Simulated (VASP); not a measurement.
Computed with PBEsol GGA, VASP's PBE PAW potentials (set 64) (plane waves; VASP).

The input files of a VASP run:

### KPOINTS
```
kpoints
0
gamma
3 3 3
```

**POSCAR**
```
RuAl
1
    8.9248577967     0.0000000000     0.0000000000
    0.0000000000     8.9248577967     0.0000000000
    0.0000000000     0.0000000000     8.9248577967
Al Ru
27 27
Direct
  0.1666666667   0.1666666667   0.1666666667
  0.1666666667   0.1666666667   0.5000000000
  0.1666666667   0.1666666667   0.8333333333
  0.1666666667   0.5000000000   0.1666666667
  0.1666666667   0.5000000000   0.5000000000
  0.1666666667   0.5000000000   0.8333333333
  0.1666666667   0.8333333333   0.1666666667
  0.1666666667   0.8333333333   0.5000000000
  0.1666666667   0.8333333333   0.8333333333
  0.5000000000   0.1666666667   0.1666666667
  0.5000000000   0.1666666667   0.5000000000
  0.5000000000   0.1666666667   0.8333333333
  0.5000000000   0.5000000000   0.1666666667
  0.5000000000   0.5000000000   0.5000000000
  0.5000000000   0.5000000000   0.8333333333
  0.5000000000   0.8333333333   0.1666666667
  0.5000000000   0.8333333333   0.5000000000
  0.5000000000   0.8333333333   0.8333333333
  0.8333333333   0.1666666667   0.1666666667
  0.8333333333   0.1666666667   0.5000000000
  0.8333333333   0.1666666667   0.8333333333
  0.8333333333   0.5000000000   0.1666666667
  0.8333333333   0.5000000000   0.5000000000
  0.8333333333   0.5000000000   0.8333333333
  0.8333333333   0.8333333333   0.1666666667
  0.8333333333   0.8333333333   0.5000000000
  0.8333333333   0.8333333333   0.8333333333
  0.0000000000   0.0000000000   0.0000000000
  0.0000000000   0.0000000000   0.3333333333
  0.0000000000   0.0000000000   0.6666666667
  0.0000000000   0.3333333333   0.0000000000
  0.0000000000   0.3333333333   0.3333333333
  0.0000000000   0.3333333333   0.6666666667
  0.0000000000   0.6666666667   0.0000000000
  0.0000000000   0.6666666667   0.3333333333
  0.0000000000   0.6666666667   0.6666666667
  0.3333333333   0.0000000000   0.0000000000
  0.3333333333   0.0000000000   0.3333333333
  0.3333333333   0.0000000000   0.6666666667
  0.3333333333   0.3333333333   0.0000000000
  0.3333333333   0.3333333333   0.3333333333
  0.3333333333   0.3333333333   0.6666666667
  0.3333333333   0.6666666667   0.0000000000
  0.3333333333   0.6666666667   0.3333333333
  0.3333333333   0.6666666667   0.6666666667
  0.6666666667   0.0000000000   0.0000000000
  0.6666666667   0.0000000000   0.3333333333
  0.6666666667   0.0000000000   0.6666666667
  0.6666666667   0.3333333333   0.0000000000
  0.6666666667   0.3333333333   0.3333333333
  0.6666666667   0.3333333333   0.6666666667
  0.6666666667   0.6666666667   0.0000000000
  0.6666666667   0.6666666667   0.3333333333
  0.6666666667   0.6666666667   0.6666666667
```

**QPOINTS**
```
k-points along high-symmetry lines
13
Line-mode
Cartesian
  0.000000   0.000000   0.000000 ! GAMMA
  0.000000   0.168070   0.000000 ! X

  0.000000   0.168070   0.000000 ! X
  0.168070   0.168070   0.000000 ! M

  0.168070   0.168070   0.000000 ! M
  0.000000   0.000000   0.000000 ! GAMMA

  0.000000   0.000000   0.000000 ! GAMMA
  0.168070   0.168070   0.168070 ! R

  0.168070   0.168070   0.168070 ! R
  0.000000   0.168070   0.000000 ! X

  0.168070   0.168070   0.168070 ! R
  0.168070   0.168070   0.000000 ! M
```

INCAR:
```
# general
SYSTEM           = RuAl
PREC             = Accurate
ENCUT            = 400
LREAL            = .FALSE.
LASPH            = .TRUE.

# electronic loop
EDIFF            = 1E-7
NELM             = 100
ALGO             = Normal
LMAXMIX          = 4

# smearing
ISMEAR           = 1
SIGMA            = 0.1

# functional
GGA              = PS

# ions
IBRION           = 6
NSW              = 1
ISIF             = 2
POTIM            = 0.015
NFREE            = 2

# output
LWAVE            = .FALSE.
LCHARG           = .FALSE.

# other
LPHON_DISPERSION = .TRUE.
```

POTCAR, in this order: Al Ru_pv (PBE.64 set). Program: vasp_std.

The resulting files:

OUTCAR:
```
 ion  position               nearest neighbor table
   1  0.167  0.167  0.167-  41 2.58  38 2.58  40 2.58  32 2.58  31 2.58  29 2.58  37 2.58  28 2.58
                            10 2.97   2 2.97   4 2.97  19 2.97   7 2.97   3 2.97
   2  0.167  0.167  0.500-  41 2.58  42 2.58  38 2.58  39 2.58  32 2.58  33 2.58  29 2.58  30 2.58
                             1 2.97   3 2.97   5 2.97  11 2.97   8 2.97  20 2.97
   3  0.167  0.167  0.833-  42 2.58  39 2.58  40 2.58  33 2.58  31 2.58  30 2.58  37 2.58  28 2.58
                            12 2.97   2 2.97   6 2.97  21 2.97   9 2.97   1 2.97
   4  0.167  0.500  0.167-  41 2.58  44 2.58  40 2.58  32 2.58  43 2.58  35 2.58  34 2.58  31 2.58
                             1 2.97   5 2.97   7 2.97  13 2.97   6 2.97  22 2.97
   5  0.167  0.500  0.500-  41 2.58  42 2.58  44 2.58  45 2.58  32 2.58  33 2.58  35 2.58  36 2.58
                             8 2.97  14 2.97   2 2.97   4 2.97   6 2.97  23 2.97
   6  0.167  0.500  0.833-  42 2.58  45 2.58  40 2.58  33 2.58  43 2.58  36 2.58  34 2.58  31 2.58
                             3 2.97   5 2.97   9 2.97  15 2.97   4 2.97  24 2.97
   7  0.167  0.833  0.167-  44 2.58  38 2.58  43 2.58  35 2.58  34 2.58  29 2.58  37 2.58  28 2.58
                            16 2.97   4 2.97   8 2.97  25 2.97   9 2.97   1 2.97
   8  0.167  0.833  0.500-  44 2.58  45 2.58  38 2.58  39 2.58  35 2.58  36 2.58  29 2.58  30 2.58
                             5 2.97   7 2.97   9 2.97  17 2.97   2 2.97  26 2.97
   9  0.167  0.833  0.833-  45 2.58  39 2.58  43 2.58  36 2.58  34 2.58  30 2.58  37 2.58  28 2.58
                            18 2.97   6 2.97   8 2.97  27 2.97   3 2.97   7 2.97
  10  0.500  0.167  0.167-  41 2.58  50 2.58  38 2.58  47 2.58  49 2.58  40 2.58  46 2.58  37 2.58
                             1 2.97  11 2.97  13 2.97  19 2.97  16 2.97  12 2.97
  11  0.500  0.167  0.500-  41 2.58  42 2.58  50 2.58  51 2.58  47 2.58  48 2.58  38 2.58  39 2.58
                            14 2.97  20 2.97   2 2.97  10 2.97  12 2.97  17 2.97
  12  0.500  0.167  0.833-  42 2.58  51 2.58  39 2.58  48 2.58  49 2.58  40 2.58  46 2.58  37 2.58
                             3 2.97  11 2.97  15 2.97  21 2.97  18 2.97  10 2.97
  13  0.500  0.500  0.167-  41 2.58  44 2.58  50 2.58  53 2.58  49 2.58  43 2.58  52 2.58  40 2.58
                            16 2.97  22 2.97   4 2.97  10 2.97  14 2.97  15 2.97
  14  0.500  0.500  0.500-  41 2.58  42 2.58  44 2.58  45 2.58  50 2.58  51 2.58  53 2.58  54 2.58
                            13 2.97  15 2.97  17 2.97  23 2.97   5 2.97  11 2.97
  15  0.500  0.500  0.833-  42 2.58  45 2.58  51 2.58  54 2.58  49 2.58  43 2.58  52 2.58  40 2.58
                            18 2.97  24 2.97   6 2.97  12 2.97  14 2.97  13 2.97
  16  0.500  0.833  0.167-  44 2.58  53 2.58  38 2.58  47 2.58  52 2.58  43 2.58  46 2.58  37 2.58
                             7 2.97  13 2.97  17 2.97  25 2.97  18 2.97  10 2.97
  17  0.500  0.833  0.500-  44 2.58  45 2.58  53 2.58  54 2.58  47 2.58  48 2.58  38 2.58  39 2.58
                            18 2.97  26 2.97   8 2.97  14 2.97  16 2.97  11 2.97
  18  0.500  0.833  0.833-  45 2.58  54 2.58  39 2.58  48 2.58  52 2.58  43 2.58  46 2.58  37 2.58
                             9 2.97  15 2.97  17 2.97  27 2.97  12 2.97  16 2.97
  19  0.833  0.167  0.167-  50 2.58  47 2.58  49 2.58  32 2.58  31 2.58  29 2.58  46 2.58  28 2.58
                            22 2.97  10 2.97  20 2.97  25 2.97  21 2.97   1 2.97
  20  0.833  0.167  0.500-  50 2.58  51 2.58  47 2.58  48 2.58  32 2.58  33 2.58  29 2.58  30 2.58
                            11 2.97  19 2.97  21 2.97  23 2.97   2 2.97  26 2.97
  21  0.833  0.167  0.833-  51 2.58  48 2.58  49 2.58  33 2.58  31 2.58  30 2.58  46 2.58  28 2.58
                            24 2.97  12 2.97  20 2.97  27 2.97   3 2.97  19 2.97
  22  0.833  0.500  0.167-  50 2.58  53 2.58  49 2.58  32 2.58  52 2.58  35 2.58  34 2.58  31 2.58
                            13 2.97  19 2.97  23 2.97  25 2.97  24 2.97   4 2.97
  23  0.833  0.500  0.500-  50 2.58  51 2.58  53 2.58  54 2.58  32 2.58  33 2.58  35 2.58  36 2.58
                            24 2.97  26 2.97  14 2.97  20 2.97  22 2.97   5 2.97
  24  0.833  0.500  0.833-  51 2.58  54 2.58  49 2.58  33 2.58  52 2.58  36 2.58  34 2.58  31 2.58
                            15 2.97  21 2.97  23 2.97  27 2.97   6 2.97  22 2.97
  25  0.833  0.833  0.167-  53 2.58  47 2.58  52 2.58  35 2.58  34 2.58  29 2.58  46 2.58  28 2.58
                            26 2.97  16 2.97  22 2.97  27 2.97   7 2.97  19 2.97
  26  0.833  0.833  0.500-  53 2.58  54 2.58  47 2.58  48 2.58  35 2.58  36 2.58  29 2.58  30 2.58
                            17 2.97  23 2.97  25 2.97  27 2.97  20 2.97   8 2.97
  27  0.833  0.833  0.833-  54 2.58  48 2.58  52 2.58  36 2.58  34 2.58  30 2.58  46 2.58  28 2.58
                            26 2.97  18 2.97  24 2.97  21 2.97   9 2.97  25 2.97
  28  0.000  0.000  0.000-   1 2.58   3 2.58   7 2.58   9 2.58  19 2.58  21 2.58  25 2.58  27 2.58
                            29 2.97  30 2.97  31 2.97  34 2.97  37 2.97  46 2.97
  29  0.000  0.000  0.333-   1 2.58   7 2.58  19 2.58  25 2.58   2 2.58  20 2.58   8 2.58  26 2.58
                            28 2.97  32 2.97  35 2.97  38 2.97  47 2.97  30 2.97
  30  0.000  0.000  0.667-   3 2.58   9 2.58  21 2.58  27 2.58  20 2.58   8 2.58  26 2.58   2 2.58
                            28 2.97  33 2.97  36 2.97  39 2.97  48 2.97  29 2.97
  31  0.000  0.333  0.000-   1 2.58   3 2.58  19 2.58  21 2.58   4 2.58   6 2.58  22 2.58  24 2.58
                            28 2.97  32 2.97  33 2.97  40 2.97  49 2.97  34 2.97
  32  0.000  0.333  0.333-   1 2.58  19 2.58   4 2.58   2 2.58  20 2.58  22 2.58   5 2.58  23 2.58
                            29 2.97  31 2.97  41 2.97  50 2.97  33 2.97  35 2.97
  33  0.000  0.333  0.667-   3 2.58  21 2.58   6 2.58  20 2.58   2 2.58  24 2.58  23 2.58   5 2.58
                            30 2.97  31 2.97  42 2.97  51 2.97  32 2.97  36 2.97
  34  0.000  0.667  0.000-   7 2.58   9 2.58  25 2.58  27 2.58  22 2.58  24 2.58   4 2.58   6 2.58
                            28 2.97  35 2.97  36 2.97  43 2.97  52 2.97  31 2.97
  35  0.000  0.667  0.333-   7 2.58  25 2.58   8 2.58  22 2.58   4 2.58  26 2.58   5 2.58  23 2.58
                            29 2.97  34 2.97  44 2.97  53 2.97  32 2.97  36 2.97
  36  0.000  0.667  0.667-   9 2.58  27 2.58   6 2.58  24 2.58  26 2.58   8 2.58  23 2.58   5 2.58
                            30 2.97  34 2.97  45 2.97  54 2.97  33 2.97  35 2.97
  37  0.333  0.000  0.000-   1 2.58   3 2.58   7 2.58   9 2.58  10 2.58  12 2.58  16 2.58  18 2.58
                            28 2.97  38 2.97  39 2.97  40 2.97  43 2.97  46 2.97
...
```

File OSZICAR:
```
       N       E                     dE             d eps       ncg     rms          rms(c)
DAV:   1     0.431645414334E+04    0.43165E+04   -0.22167E+05  2616   0.138E+03
DAV:   2    -0.169792560100E+03   -0.44862E+04   -0.42860E+04  2388   0.440E+02
DAV:   3    -0.433073945896E+03   -0.26328E+03   -0.24680E+03  2528   0.948E+01
DAV:   4    -0.441000893046E+03   -0.79269E+01   -0.78674E+01  2432   0.153E+01
DAV:   5    -0.441191840059E+03   -0.19095E+00   -0.19083E+00  2736   0.225E+00    0.710E+01
DAV:   6    -0.421599387430E+03    0.19592E+02   -0.16544E+02  2352   0.277E+01    0.127E+01
DAV:   7    -0.419541573332E+03    0.20578E+01   -0.15852E+01  2325   0.882E+00    0.119E+01
DAV:   8    -0.418970752753E+03    0.57082E+00   -0.11014E+00  2312   0.249E+00    0.164E+00
DAV:   9    -0.418951217151E+03    0.19536E-01   -0.34858E-02  2400   0.342E-01    0.845E-01
DAV:  10    -0.418951405408E+03   -0.18826E-03   -0.39813E-03  2608   0.156E-01    0.289E-01
DAV:  11    -0.418950881864E+03    0.52354E-03   -0.45402E-03  2328   0.154E-01    0.717E-02
DAV:  12    -0.418950841089E+03    0.40774E-04   -0.10871E-04  2336   0.220E-02    0.317E-02
DAV:  13    -0.418950822844E+03    0.18246E-04   -0.50816E-05  2336   0.139E-02    0.722E-03
DAV:  14    -0.418950822189E+03    0.65430E-06   -0.88045E-07  2272   0.164E-03    0.195E-03
DAV:  15    -0.418950822133E+03    0.56803E-07   -0.26994E-07  1584   0.112E-03
   1 F= -.41895082E+03 E0= -.41893789E+03  d E =-.388015E-01
 Found     2 degrees of freedom:
       N       E                     dE             d eps       ncg     rms          rms(c)
DAV:   1    -0.418949973494E+03    0.84870E-03   -0.31762E-02  3348   0.296E-01    0.120E-01
DAV:   2    -0.418951126140E+03   -0.11526E-02   -0.56024E-03  3808   0.349E-01    0.325E-01
DAV:   3    -0.418949755182E+03    0.13710E-02   -0.28595E-03  3984   0.246E-01    0.653E-02
DAV:   4    -0.418949773728E+03   -0.18546E-04   -0.35397E-04  3752   0.780E-02    0.548E-02
DAV:   5    -0.418949738547E+03    0.35181E-04   -0.11575E-04  3744   0.534E-02    0.174E-02
DAV:   6    -0.418949738920E+03   -0.37268E-06   -0.30838E-05  3776   0.271E-02    0.165E-02
DAV:   7    -0.418949735604E+03    0.33157E-05   -0.91769E-06  3768   0.159E-02    0.634E-03
DAV:   8    -0.418949735744E+03   -0.14030E-06   -0.21426E-06  3760   0.663E-03    0.594E-03
DAV:   9    -0.418949735465E+03    0.27952E-06   -0.68877E-07  3024   0.418E-03    0.114E-03
DAV:  10    -0.418949735470E+03   -0.52241E-08   -0.76236E-08  1832   0.842E-04
   2 F= -.41894974E+03 E0= -.41893681E+03  d E =-.387911E-01
       N       E                     dE             d eps       ncg     rms          rms(c)
DAV:   1    -0.418950727385E+03   -0.99192E-03   -0.10928E-01  3334   0.521E-01    0.239E-01
DAV:   2    -0.418955318129E+03   -0.45907E-02   -0.21294E-02  3840   0.682E-01    0.650E-01
DAV:   3    -0.418949814420E+03    0.55037E-02   -0.10940E-02  3991   0.459E-01    0.130E-01
DAV:   4    -0.418949890681E+03   -0.76261E-04   -0.14265E-03  3733   0.156E-01    0.110E-01
DAV:   5    -0.418949748998E+03    0.14168E-03   -0.47566E-04  3736   0.106E-01    0.351E-02
DAV:   6    -0.418949747896E+03    0.11012E-05   -0.11960E-04  3752   0.537E-02    0.315E-02
DAV:   7    -0.418949738128E+03    0.97685E-05   -0.40332E-05  3792   0.317E-02    0.173E-02
DAV:   8    -0.418949735767E+03    0.23609E-05   -0.11286E-05  3880   0.158E-02    0.961E-03
DAV:   9    -0.418949735482E+03    0.28507E-06   -0.15069E-06  3792   0.529E-03    0.220E-03
DAV:  10    -0.418949735512E+03   -0.30472E-07   -0.28394E-07  2632   0.231E-03
   3 F= -.41894974E+03 E0= -.41893681E+03  d E =-.387911E-01
       N       E                     dE             d eps       ncg     rms          rms(c)
DAV:   1    -0.418939752963E+03    0.99825E-02   -0.18562E+00  3595   0.586E+00    0.226E-01
DAV:   2    -0.418950711053E+03   -0.10958E-01   -0.10644E-01  3378   0.855E-01    0.330E-01
DAV:   3    -0.418949613987E+03    0.10971E-02   -0.47045E-03  3821   0.297E-01    0.114E-01
DAV:   4    -0.418949502796E+03    0.11119E-03   -0.57862E-04  3656   0.872E-02    0.740E-02
DAV:   5    -0.418949483583E+03    0.19213E-04   -0.26682E-04  3752   0.861E-02    0.686E-02
DAV:   6    -0.418949418066E+03    0.65517E-04   -0.14057E-04  3744   0.555E-02    0.253E-02
DAV:   7    -0.418949411839E+03    0.62277E-05   -0.49416E-05  3744   0.329E-02    0.206E-02
DAV:   8    -0.418949403982E+03    0.78567E-05   -0.21759E-05  3848   0.214E-02    0.117E-02
DAV:   9    -0.418949401082E+03    0.28998E-05   -0.61427E-06  3816   0.118E-02    0.452E-03
DAV:  10    -0.418949398373E+03    0.27095E-05   -0.26850E-06  3568   0.527E-03    0.165E-03
DAV:  11    -0.418949397434E+03    0.93812E-06   -0.11586E-06  3184   0.350E-03    0.174E-03
DAV:  12    -0.418949397246E+03    0.18839E-06   -0.26188E-07  2392   0.211E-03    0.634E-04
DAV:  13    -0.418949397021E+03    0.22503E-06   -0.21558E-07  2504   0.167E-03    0.663E-04
DAV:  14    -0.418949396973E+03    0.48291E-07   -0.78434E-08  1824   0.970E-04
   4 F= -.41894940E+03 E0= -.41893648E+03  d E =-.387464E-01
       N       E                     dE             d eps       ncg     rms          rms(c)
DAV:   1    -0.418916640038E+03    0.32757E-01   -0.62592E+00  3624   0.981E+00    0.356E-01
DAV:   2    -0.418949707467E+03   -0.33067E-01   -0.34071E-01  3362   0.137E+00    0.211E-01
DAV:   3    -0.418949991877E+03   -0.28441E-03   -0.56897E-03  3933   0.265E-01    0.212E-01
DAV:   4    -0.418949508860E+03    0.48302E-03   -0.16697E-03  3920   0.180E-01    0.108E-01
DAV:   5    -0.418949558902E+03   -0.50042E-04   -0.75478E-04  3757   0.123E-01    0.116E-01
DAV:   6    -0.418949402102E+03    0.15680E-03   -0.45878E-04  3792   0.107E-01    0.321E-02
DAV:   7    -0.418949406328E+03   -0.42258E-05   -0.98309E-05  3765   0.472E-02    0.281E-02
DAV:   8    -0.418949397007E+03    0.93213E-05   -0.26611E-05  3760   0.282E-02    0.842E-03
DAV:   9    -0.418949398384E+03   -0.13773E-05   -0.56522E-06  3832   0.104E-02    0.112E-02
DAV:  10    -0.418949397003E+03    0.13814E-05   -0.34287E-06  3928   0.928E-03    0.292E-03
DAV:  11    -0.418949397016E+03   -0.13541E-07   -0.44362E-07  3184   0.257E-03
   5 F= -.41894940E+03 E0= -.41893648E+03  d E =-.387461E-01
```

OUTCAR:
```
------------------------ aborting loop because EDIFF is reached ----------------------------------------
  FORCE on cell =-STRESS in cart. coord.  units (eV):
  Direction    XX          YY          ZZ          XY          YZ          ZX
  --------------------------------------------------------------------------------------
  Total       -0.7603758     -0.7598799     -0.7598799     -0.0000000     -0.0000000      0.0000000
  in kB       -1.7137006     -1.7125830     -1.7125830     -0.0000000     -0.0000000      0.0000000
  external PRESSURE =      -1.7129555 kB  Pullay stress =       0.0000000 kB
  volume of cell :      710.89
      direct lattice vectors                 reciprocal lattice vectors
     8.924857797  0.000000000  0.000000000     0.112046603  0.000000000  0.000000000
     0.000000000  8.924857797  0.000000000     0.000000000  0.112046603  0.000000000
     0.000000000  0.000000000  8.924857797     0.000000000  0.000000000  0.112046603
 POSITION                                       TOTAL-FORCE (eV/Angst)
 -----------------------------------------------------------------------------------
      1.48748      1.48748      1.48748        -0.014780     -0.018614     -0.018614
      1.48748      1.48748      4.46243        -0.000226      0.000324      0.000000
      1.48748      1.48748      7.43738        -0.014780     -0.018614      0.018614
      1.48748      4.46243      1.48748        -0.000226     -0.000000      0.000324
      1.48748      4.46243      4.46243        -0.000464     -0.000000      0.000000
      1.48748      4.46243      7.43738        -0.000226     -0.000000     -0.000324
      1.48748      7.43738      1.48748        -0.014780      0.018614     -0.018614
      1.48748      7.43738      4.46243        -0.000226     -0.000324      0.000000
      1.48748      7.43738      7.43738        -0.014780      0.018614      0.018614
      4.46243      1.48748      1.48748        -0.001133      0.000061      0.000061
      4.46243      1.48748      4.46243         0.000708     -0.000024      0.000000
      4.46243      1.48748      7.43738        -0.001133      0.000061     -0.000061
      4.46243      4.46243      1.48748         0.000708     -0.000000     -0.000024
      4.46243      4.46243      4.46243         0.000928     -0.000000      0.000000
      4.46243      4.46243      7.43738         0.000708     -0.000000      0.000024
      4.46243      7.43738      1.48748        -0.001133     -0.000061      0.000061
      4.46243      7.43738      4.46243         0.000708      0.000024      0.000000
      4.46243      7.43738      7.43738        -0.001133     -0.000061     -0.000061
      7.43738      1.48748      1.48748        -0.015246      0.019741      0.019741
      7.43738      1.48748      4.46243        -0.000234     -0.000372      0.000000
      7.43738      1.48748      7.43738        -0.015246      0.019741     -0.019741
      7.43738      4.46243      1.48748        -0.000234     -0.000000     -0.000372
      7.43738      4.46243      4.46243        -0.000522     -0.000000      0.000000
      7.43738      4.46243      7.43738        -0.000234     -0.000000      0.000372
      7.43738      7.43738      1.48748        -0.015246     -0.019741      0.019741
      7.43738      7.43738      4.46243        -0.000234      0.000372      0.000000
      7.43738      7.43738      7.43738        -0.015246     -0.019741     -0.019741
     -0.01500      0.00000      0.00000         0.190333     -0.000000      0.000000
      0.00000      0.00000      2.97495        -0.000730     -0.000000     -0.000146
      0.00000      0.00000      5.94991        -0.000730     -0.000000      0.000146
      0.00000      2.97495      0.00000        -0.000730     -0.000146      0.000000
      0.00000      2.97495      2.97495         0.000471      0.000004      0.000004
      0.00000      2.97495      5.94991         0.000471      0.000004     -0.000004
      0.00000      5.94991      0.00000        -0.000730      0.000146      0.000000
      0.00000      5.94991      2.97495         0.000471     -0.000004      0.000004
      0.00000      5.94991      5.94991         0.000471     -0.000004     -0.000004
      2.97495      0.00000      0.00000        -0.014380     -0.000000      0.000000
      2.97495      0.00000      2.97495        -0.003927     -0.000000     -0.002546
      2.97495      0.00000      5.94991        -0.003927     -0.000000      0.002546
      2.97495      2.97495      0.00000        -0.003927     -0.002546      0.000000
      2.97495      2.97495      2.97495        -0.000574      0.000854      0.000854
      2.97495      2.97495      5.94991        -0.000574      0.000854     -0.000854
      2.97495      5.94991      0.00000        -0.003927      0.002546      0.000000
      2.97495      5.94991      2.97495        -0.000574     -0.000854      0.000854
      2.97495      5.94991      5.94991        -0.000574     -0.000854     -0.000854
      5.94991      0.00000      0.00000        -0.014675     -0.000000      0.000000
      5.94991      0.00000      2.97495        -0.004091     -0.000000      0.002539
      5.94991      0.00000      5.94991        -0.004091     -0.000000     -0.002539
      5.94991      2.97495      0.00000        -0.004091      0.002539      0.000000
      5.94991      2.97495      2.97495        -0.000541     -0.000866     -0.000866
      5.94991      2.97495      5.94991        -0.000541     -0.000866      0.000866
      5.94991      5.94991      0.00000        -0.004091     -0.002539      0.000000
      5.94991      5.94991      2.97495        -0.000541      0.000866     -0.000866
      5.94991      5.94991      5.94991        -0.000541      0.000866      0.000866
 -----------------------------------------------------------------------------------
    total drift:                                0.000033      0.000000     -0.000002
  FREE ENERGIE OF THE ION-ELECTRON SYSTEM (eV)
  ---------------------------------------------------
  free  energy   TOTEN  =      -418.9493970162 eV

  energy  without entropy=     -418.9106509198  energy(sigma->0) =     -418.93648165
```
(Selected blocks of OUTCAR.)

The cell is a supercell, built from RuAl (CsCl type).
